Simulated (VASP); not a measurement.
The system is CeNiAsO.

```
CELL_PARAMETERS angstrom
4.01454 0.00000 0.00000
0.00000 4.01454 0.00000
0.00000 0.00000 7.90723
ATOMIC_POSITIONS crystal
Ce 0.50000 0.00000 0.15474
Ce 0.00000 0.50000 0.84526
As 0.50000 0.00000 0.64863
As 0.00000 0.50000 0.35137
Ni 0.50000 0.50000 0.50000
Ni 0.00000 0.00000 0.50000
O 0.50000 0.50000 0.00000
O 0.00000 0.00000 0.00000
```

The cell is a database's computed one.

```yaml
Program: VASP 6.6.1
Task: relaxation of cell and atoms
Functional: PBE
Potentials_or_basis: VASP PAW PBE potentials, release 64 (Ce, As, Ni, O)
Cutoff: 600 eV
k_mesh: 5 × 5 × 3
Occupations: fermi-dirac, width 0.05 eV
Spin: collinear spin, ferromagnetic start
Starting_moments: "[1.0, 1.0, 0.0, 0.0, 1.0, 1.0, 0.0, 0.0] μB"
```

At the start: pressure 1.1 GPa; volume 15.93 Å³/atom.

Problem. How do energy, volume and symmetry change on relaxing?

Solution. Over 11 steps the energy falls by 3.3 meV/atom and the volume is 16.02 Å³/atom (+0.5 %); space group P4/nmm (No. 129, to 0.05 Å); moment 0.00 μB per cell.

The path:
| step | energy change (eV) | largest force (eV/Å) | pressure (GPa) | volume (Å³) |
| --- | --- | --- | --- | --- |
| 1 | 0.0000 | 0.4696 | 1.07 | 127.44 |
| 2 | -0.0140 | 0.2033 | -1.24 | 129.42 |
| 3 | -0.0147 | 0.1864 | -0.83 | 129.06 |
| 4 | -0.0242 | 0.0646 | -0.19 | 128.42 |
| 5 | -0.0248 | 0.0842 | 0.00 | 128.22 |
| 6 | -0.0260 | 0.0309 | -0.03 | 128.14 |
| 7 | -0.0264 | 0.0212 | -0.05 | 128.07 |
| 8 | -0.0264 | 0.0237 | -0.04 | 128.07 |
| 9 | -0.0266 | 0.0031 | 0.13 | 127.97 |
| 10 | -0.0266 | 0.0039 | 0.11 | 127.97 |
| 11 | -0.0267 | 0.0028 | 0.05 | 128.13 |

Final structure:
```
Ce As Ni O
1.0
     4.00312    0.00000    0.00000
     0.00000    4.00312    0.00000
     0.00000    0.00000    7.99565
Ce As Ni O
2 2 2 2
Direct
  0.50000 0.00000 0.15301
  0.00000 0.50000 0.84699
  0.50000 0.00000 0.65466
  0.00000 0.50000 0.34534
  0.50000 0.50000 0.50000
  0.00000 0.00000 0.50000
  0.50000 0.50000 0.00000
  0.00000 0.00000 0.00000
```

Caveat: the magnetic or orbital state may not be the lowest; without U or exact exchange the open f shell lies at the Fermi level, which spoils levels, moments and volumes.
